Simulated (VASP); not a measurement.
```xyz
80
Lattice="9.1758 -4.8066 0.0004 9.1758 4.8066 0.0004 6.6576 0.0000 7.9357" Properties=species:S:1:pos:R:3 pbc="T T T"
Al    10.6294     0.0186     3.3975
Al     4.4016     0.0000     1.3968
Al     1.8507     0.0000     0.5873
Al     8.1030     0.0000     2.5714
Al    13.9828     0.0000     7.3488
Al     7.7305     0.0000     5.3647
Al     5.1795     0.0000     4.5552
Al    11.4531     0.0159     6.5505
Al    15.2419     2.4033     3.3812
Al     8.9896     2.4033     1.3970
Al     6.4386     2.4033     0.5875
Al    12.6909     2.4033     2.5716
Al    18.5707     2.4033     7.3490
Al    12.2925     2.4061     5.3985
Al     9.7919     2.3597     4.5667
Al    16.0198     2.4033     6.5395
Al    15.2419    -2.4033     3.3812
Al     8.9896    -2.4033     1.3970
Al     6.4386    -2.4033     0.5875
Al    12.6909    -2.4033     2.5716
Al    18.5707    -2.4033     7.3490
Al    12.3184    -2.4033     5.3649
Al     9.7674    -2.4033     4.5554
Al    16.0198    -2.4033     6.5395
Al    19.8298     0.0000     3.3814
Al    13.5775     0.0000     1.3972
Al    11.0265     0.0000     0.5877
Al    17.2789     0.0000     2.5718
Al    23.1586     0.0000     7.3492
Al    16.9063     0.0000     5.3651
Al    14.3554     0.0000     4.5556
Al    20.6077     0.0000     6.5397
O      4.7906    -0.9325     2.9760
O      5.1759     1.6679     1.7619
O      7.7141     0.9325     0.9923
O      6.8403     0.7354     3.7458
O      7.3288    -1.6679     2.2064
O      5.6644    -0.7354     0.2224
O      8.1194    -0.9325     6.9438
O      8.5447     1.6727     5.7556
O     10.1545     0.7401     7.6689
O     10.6382    -1.6687     6.1627
O      8.9915    -0.7712     4.1649
O      9.3427     1.5074     3.0158
O      9.7638     4.0712     1.7621
O     12.3020     3.3358     0.9925
O     11.3910     3.1450     3.7923
O     11.9170     0.6866     2.1832
O     10.2523     1.6679     0.2227
O     12.6916     1.4940     6.9761
O     13.0926     4.0712     5.7299
O     15.6308     3.3358     4.9603
O     14.7570     3.1387     7.7139
O     15.2456     0.7354     6.1744
O     13.5585     1.6578     4.1520
O      9.3785    -3.3358     2.9762
O      9.7638    -0.7354     1.7621
O     12.3020    -1.4708     0.9925
O     11.4781    -1.6444     3.7475
O     11.9167    -4.0712     2.2066
O     10.2523    -3.1387     0.2227
O     12.7073    -3.3358     6.9440
O     13.0725    -0.7141     5.7646
O     15.6308    -1.4708     4.9603
O     14.7570    -1.6679     7.7139
O     15.2456    -4.0712     6.1744
O     13.5811    -3.1387     4.1905
O     13.9664    -0.9325     2.9764
O     14.3517     1.6679     1.7623
O     16.8899     0.9325     0.9927
O     16.0161     0.7354     3.7462
O     16.5047    -1.6679     2.2068
O     14.8402    -0.7354     0.2229
O     17.2952    -0.9325     6.9443
O     17.6805     1.6679     5.7302
O     20.2188     0.9325     4.9605
O     19.3449     0.7354     7.7141
O     19.8335    -1.6679     6.1746
O     18.1691    -0.7354     4.1907
N     11.0553     0.9029     4.9975
```

All values below come from PBE GGA, VASP's PBE PAW potentials (set 64) (plane waves; VASP 6.6.1). Settings: PREC = Normal, LREAL = Auto, ISYM = 0, EDIFF = 1E-5, 400 eV cut-off, 1×1×1 Γ-centred mesh, Gaussian smearing of 0.050 eV, potentials Al O N. Starting moments (MAGMOM): 80*0.0125. The cell's moment is fixed (NUPDOWN = 1).

The supercell is sampled at Γ alone, which is coarse: total energies, pressure and levels can be off, energies of defects by several tenths of an eV.

**Question.** The ions are relaxed. Give the cell that the relaxation ends in.

**Answer.** 
```xyz
80
Lattice="9.1758 -4.8066 0.0004 9.1758 4.8066 0.0004 6.6576 0.0000 7.9357" Properties=species:S:1:pos:R:3 pbc="T T T"
Al    10.6312    -0.0309     3.3576
Al     4.4003    -0.0011     1.4064
Al     1.8491    -0.0010     0.5839
Al     8.0902     0.0066     2.5682
Al    13.9948     0.0078     7.3560
Al     7.7376     0.0015     5.3630
Al     5.1761    -0.0018     4.5576
Al    11.4523    -0.0307     6.5679
Al    15.2430     2.4077     3.3780
Al     8.9895     2.4080     1.3877
Al     6.4371     2.4085     0.6008
Al    12.6737     2.4025     2.5846
Al    18.5700     2.4014     7.3553
Al    12.2952     2.4235     5.4173
Al     9.7878     2.4245     4.5063
Al    16.0172     2.4034     6.5368
Al    15.2428    -2.4036     3.3874
Al     8.9905    -2.4053     1.3961
Al     6.4356    -2.4049     0.5909
Al    12.6901    -2.4043     2.5682
Al    18.5860    -2.4040     7.3403
Al    12.3191    -2.4075     5.3610
Al     9.7657    -2.4074     4.5622
Al    16.0173    -2.3988     6.5457
Al    19.8309     0.0196     3.3758
Al    13.5771     0.0006     1.4041
Al    11.0249    -0.0014     0.5825
Al    17.2727     0.0016     2.5720
Al    23.1630     0.0016     7.3528
Al    16.9074    -0.0011     5.3665
Al    14.3465     0.0014     4.5608
Al    20.6055     0.0183     6.5485
O      4.7903    -0.9351     2.9824
O      5.1768     1.6655     1.7686
O      7.7134     0.9295     0.9945
O      6.8369     0.7347     3.7472
O      7.3251    -1.6648     2.2080
O      5.6636    -0.7411     0.2356
O      8.1221    -0.9294     6.9401
O      8.5514     1.6562     5.7101
O     10.1766     0.7362     7.7192
O     10.6615    -1.6909     6.1899
O      8.9736    -0.7531     4.1852
O      9.3550     1.4789     2.9503
O      9.7612     4.0752     1.7548
O     12.2984     3.3316     0.9978
O     11.4273     3.1737     3.7345
O     11.9079     0.7352     2.2050
O     10.2500     1.6645     0.2192
O     12.7303     1.4794     6.9735
O     13.0965     4.0781     5.7375
O     15.6200     3.3271     4.9611
O     14.7644     3.1461     7.7148
O     15.2478     0.7355     6.1762
O     13.5326     1.6563     4.2132
O      9.3744    -3.3315     2.9753
O      9.7627    -0.7417     1.7533
O     12.3026    -1.4749     0.9909
O     11.4229    -1.6905     3.7341
O     11.9181    -4.0667     2.2048
O     10.2531    -3.1414     0.2162
O     12.7104    -3.3312     6.9474
O     13.1101    -0.7519     5.7386
O     15.6399    -1.4789     4.9632
O     14.7587    -1.6643     7.7162
O     15.2555    -4.0666     6.1782
O     13.5824    -3.1433     4.1964
O     13.9610    -0.9291     2.9833
O     14.3489     1.6662     1.7720
O     16.8895     0.9331     0.9944
O     16.0041     0.7404     3.7454
O     16.4964    -1.6607     2.2106
O     14.8411    -0.7311     0.2343
O     17.2927    -0.9350     6.9420
O     17.6789     1.6627     5.7278
O     20.2184     0.9295     4.9617
O     19.3429     0.7399     7.7197
O     19.8313    -1.6328     6.1909
O     18.1637    -0.7275     4.1865
N     11.0419     0.8924     4.9632
``` The cell ends with 1.00 μB, on the first 30 sites 0.00 0.00 0.00 0.00 0.00 0.00 0.00 0.00 0.00 0.00 0.00 0.00 0.00 0.00 0.00 0.00 0.00 0.00 0.00 0.00 0.00 0.00 0.00 0.00 0.00 0.00 0.00 0.00 0.00 0.00 μB.

**Question.** How much energy does the relaxation gain?

**Answer.** The energy (σ→0) changes by -5.4 meV/atom, in 12 ionic steps.

The cell is a supercell with a defect, built from Al2O3 (corundum): N_O.
